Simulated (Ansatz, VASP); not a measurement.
# One calculation of NaW, two programs

```
CELL_PARAMETERS angstrom
3.30752 0.00000 0.00000
0.00000 3.30752 0.00000
0.00000 0.00000 3.30752
ATOMIC_POSITIONS crystal
Na 0.00000 0.00000 0.00000
W 0.50000 0.50000 0.50000
```

Alike in both runs: functional PBE; k mesh 16 × 16 × 16; occupations gaussian, width 0.1 eV; no spin polarisation.

Ansatz relaxed the structure, and its values are those at the end. VASP's run is a single point on that final structure, the one shown.

```csv
,VASP,Ansatz
version,VASP 6.6.1,Ansatz 0.2.0
potentials or method,"VASP PAW PBE potentials, release 64 (Na_pv, W_sv)","scalar-relativistic, plane waves, PAW"
plane-wave cutoff (eV),520,420
valence electrons in the cell,21,23
```

Ansatz gave:

| Property | Result |
| --- | --- |
| gap on the k mesh at the Fermi level (eV) | none |
| pressure (GPa) | 0.0 |

Which values does VASP return?

gap on the k mesh at the Fermi level (eV): none; pressure (GPa): 0.1.

A gap of «none» marks a metal or a gap that the smearing closes. The two sets of potentials don't hold the same shells in valence.

The runs have no spin-orbit coupling, so splittings on W are missing.
